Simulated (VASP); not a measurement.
Input:

```xyz
1
Lattice="0.0000 2.7662 2.7662 2.7662 0.0000 2.7662 2.7662 2.7662 0.0000" Properties=species:S:1:pos:R:3 pbc="T T T"
Ca     0.0000     0.0000     0.0000
```

Computed with TPSS meta-GGA, VASP's PBE PAW potentials (set 64) (plane waves; VASP). Numerical set-up: 520 eV cut-off, 10×10×10 Γ-centred mesh, first-order Methfessel-Paxton smearing of 0.10 eV, potentials Ca_sv.

**Question.** Estimate the energy per atom (σ→0), band gap (on the k-mesh) with the smallest direct gap where there is one.

**Answer.** 
| Quantity | Value |
|---|---|
| band gap (on the k-mesh) | none (metal, semimetal or under 0.01 eV) |
| energy per atom (σ→0) | -8.579 eV/atom |

The absolute energy has meaning only against runs of the same code, potentials and settings.

The compound is Ca in the fcc structure. It was relaxed first. The start is the result of an earlier pass.
